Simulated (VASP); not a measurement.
These are TPSS meta-GGA, VASP's PBE PAW potentials (set 64) (plane waves; VASP) values and carry that method's errors.

VASP input:

**INCAR**
```
SYSTEM = NiSi2
PREC = Accurate; ENCUT = 520; LREAL = F
LASPH = T
EDIFF = 1E-7; NELM = 100; ALGO = Normal
LMAXMIX = 4; LMIXTAU = T
ISMEAR = 1; SIGMA = 0.1
METAGGA = TPSS
ISIF = 2
LWAVE = F; LCHARG = F
```

### KPOINTS
```
Automatic mesh
0
Gamma
10 10 10
0 0 0
```

POSCAR:
```
NiSi2
1
    0.0000000000     2.6995263422     2.6995263422
    2.6995263422     0.0000000000     2.6995263422
    2.6995263422     2.6995263422     0.0000000000
Si Ni
2 1
Direct
  0.2500000000   0.2500000000   0.2500000000
  0.7500000000   0.7500000000   0.7500000000
  0.0000000000   0.0000000000   0.0000000000
```

POTCAR, in this order: Si Ni (PBE.64 set). Program: vasp_std.

The resulting files:

OSZICAR:
```
       N       E                     dE             d eps       ncg     rms          rms(c)
DAV:   1     0.968594679430E+02    0.96859E+02   -0.96065E+03  1238   0.181E+03
DAV:   2    -0.993563436612E+01   -0.10680E+03   -0.10187E+03  1352   0.373E+02
DAV:   3    -0.166252803418E+02   -0.66896E+01   -0.65573E+01  1617   0.107E+02
DAV:   4    -0.168119826724E+02   -0.18670E+00   -0.18480E+00  1723   0.183E+01
DAV:   5    -0.168182390017E+02   -0.62563E-02   -0.62544E-02  1759   0.332E+00    0.106E+01
DAV:   6    -0.340360920526E+02   -0.17218E+02   -0.30162E+01  1232   0.705E+01    0.627E+00
DAV:   7    -0.344728199137E+02   -0.43673E+00   -0.48988E+00  1663   0.510E+01    0.791E+00
DAV:   8    -0.339684595681E+02    0.50436E+00   -0.30102E+00  1560   0.469E+01    0.247E+00
DAV:   9    -0.339499007523E+02    0.18559E-01   -0.41595E-01  1725   0.798E+00    0.189E+00
DAV:  10    -0.339732967995E+02   -0.23396E-01   -0.18205E-01  1598   0.944E+00    0.334E-01
DAV:  11    -0.339747560445E+02   -0.14592E-02   -0.16397E-02  1671   0.304E+00    0.508E-01
DAV:  12    -0.339748421013E+02   -0.86057E-04   -0.13190E-02  1548   0.270E+00    0.844E-02
DAV:  13    -0.339752302782E+02   -0.38818E-03   -0.10933E-03  1417   0.312E-01    0.930E-02
DAV:  14    -0.339752379594E+02   -0.76812E-05   -0.10840E-05  1863   0.404E-02    0.965E-02
DAV:  15    -0.339752477902E+02   -0.98308E-05   -0.25171E-05  1355   0.743E-02    0.109E-01
DAV:  16    -0.339751718254E+02    0.75965E-04   -0.54012E-04  1706   0.580E-01    0.265E-02
DAV:  17    -0.339751725638E+02   -0.73845E-06   -0.39048E-05  1377   0.713E-02    0.180E-02
DAV:  18    -0.339751745228E+02   -0.19589E-05   -0.50712E-06  1377   0.266E-02    0.104E-02
DAV:  19    -0.339751725043E+02    0.20185E-05   -0.40604E-06  1723   0.420E-02    0.422E-03
DAV:  20    -0.339751736526E+02   -0.11483E-05   -0.49742E-07  1379   0.829E-03    0.212E-03
DAV:  21    -0.339751734890E+02    0.16351E-06   -0.35319E-08   776   0.201E-03    0.186E-03
DAV:  22    -0.339751735599E+02   -0.70826E-07   -0.29050E-08   701   0.430E-03
   1 F= -.33975174E+02 E0= -.33974679E+02  d E =-.148350E-02
```

OUTCAR:
```
------------------------ aborting loop because EDIFF is reached ----------------------------------------
  FORCE on cell =-STRESS in cart. coord.  units (eV):
  Direction    XX          YY          ZZ          XY          YZ          ZX
  --------------------------------------------------------------------------------------
  Total       -0.0831165     -0.0831165     -0.0831165     -0.0000000     -0.0000000      0.0000000
  in kB       -3.3845817     -3.3845817     -3.3845817     -0.0000000     -0.0000000      0.0000000
  external PRESSURE =      -3.3845817 kB  Pullay stress =       0.0000000 kB
  volume of cell :       39.35
      direct lattice vectors                 reciprocal lattice vectors
     0.000000000  2.699526342  2.699526342    -0.185217678  0.185217678  0.185217678
     2.699526342  0.000000000  2.699526342     0.185217678 -0.185217678  0.185217678
     2.699526342  2.699526342  0.000000000     0.185217678  0.185217678 -0.185217678
 POSITION                                       TOTAL-FORCE (eV/Angst)
 -----------------------------------------------------------------------------------
      1.34976      1.34976      1.34976        -0.000000     -0.000000     -0.000000
      4.04929      4.04929      4.04929         0.000000      0.000000      0.000000
      0.00000      0.00000      0.00000         0.000000      0.000000     -0.000000
 -----------------------------------------------------------------------------------
    total drift:                                0.000000      0.000000      0.000000
  FREE ENERGIE OF THE ION-ELECTRON SYSTEM (eV)
  ---------------------------------------------------
  free  energy   TOTEN  =       -33.9751735599 eV

  energy  without entropy=      -33.9736900589  energy(sigma->0) =      -33.97467906
```
(Selected blocks of OUTCAR.)

The compound is NiSi2 in the fluorite structure. It was relaxed first. The run is not spin-polarised, so no magnetic state was tried.
